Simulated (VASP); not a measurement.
Here is the system:

```
CELL_PARAMETERS angstrom
      1.91403     1.10507     6.34531
     -1.91403     1.10507     6.34531
      0.00000    -2.21013     6.34531
ATOMIC_POSITIONS crystal
  Ga 0.43574 0.43574 0.43574
  Ga 0.56426 0.56426 0.56426
  P  0.05782 0.05782 0.05782
  P  0.94218 0.94218 0.94218
```

Method: PBEsol GGA, VASP's PBE PAW potentials (set 64) (plane waves; VASP). Numerical set-up: 400 eV cut-off, 8×8×8 Γ-centred mesh, tetrahedra with Blöchl corrections, potentials Ga_d P.

Q: What does the run give for the energy per atom (σ→0), band gap (on the k-mesh) with the smallest direct gap where there is one?

A: 
The band gap (on the k-mesh) is 0.70 eV. The smallest direct gap (on the k-mesh) is 1.14 eV and the energy per atom (σ→0) is -4.832 eV/atom.

Total energies compare only between runs with the same potentials, cut-off and functional.

The structure comes from a computed database's GaP entry (R-3m); how it stands against other phases isn't given here. It was relaxed first.
